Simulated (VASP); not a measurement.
OSZICAR of a VASP run on In₃₂P₃₁S:

File OSZICAR:
```
       N       E                     dE             d eps       ncg     rms          rms(c)
DAV:   1    -0.314852189382E+03   -0.31485E+03   -0.14962E+01   644   0.711E+00    0.124E+01
DAV:   2    -0.315004950813E+03   -0.15276E+00   -0.71795E-01   790   0.135E+00    0.852E+00
DAV:   3    -0.314971099982E+03    0.33851E-01   -0.24832E-02   720   0.278E-01    0.498E+00
DAV:   4    -0.314954861241E+03    0.16239E-01   -0.98320E-03   728   0.150E-01    0.276E+00
DAV:   5    -0.314949268055E+03    0.55932E-02   -0.37863E-03   727   0.877E-02    0.147E+00
DAV:   6    -0.314947212916E+03    0.20551E-02   -0.84690E-04   718   0.456E-02    0.780E-01
DAV:   7    -0.314946447768E+03    0.76515E-03   -0.28077E-04   710   0.285E-02    0.408E-01
DAV:   8    -0.314946179245E+03    0.26852E-03   -0.10387E-04   695   0.180E-02    0.208E-01
DAV:   9    -0.314946089460E+03    0.89785E-04   -0.34984E-05   503   0.108E-02    0.107E-01
DAV:  10    -0.314946061845E+03    0.27615E-04   -0.16755E-05   439   0.800E-03    0.510E-02
DAV:  11    -0.314946054903E+03    0.69421E-05   -0.74601E-06   454   0.509E-03
   1 F= -.31494605E+03 E0= -.31494605E+03  d E =-.966760E-14  mag=     1.0000
```

Q: Which electronic solver shows in the log?

A: It is blocked Davidson (ALGO = Normal, or the opening steps of other solvers). The INCAR had ALGO = Normal.

Q: How was spin treated?

A: Collinear spin (ISPIN = 2): the summary line carries one mag value, 1.00 μB in the cell.

Q: Can the final energy be trusted as converged?

A: Self-consistency was reached. It stopped with EDIFF = 1E-5, NELM = 50 (HSE06 screened hybrid, plane waves, VASP's PBE PAW potentials (set 64)). The supercell is sampled at Γ alone, which is coarse: total energies, pressure and levels can be off, energies of defects by several tenths of an eV.

The cell is a supercell with a defect, built from InP (zinc blende): S_P. The cell's shape comes from a PBE relaxation. The total moment is imposed (NUPDOWN), so this need not be the lowest spin state.
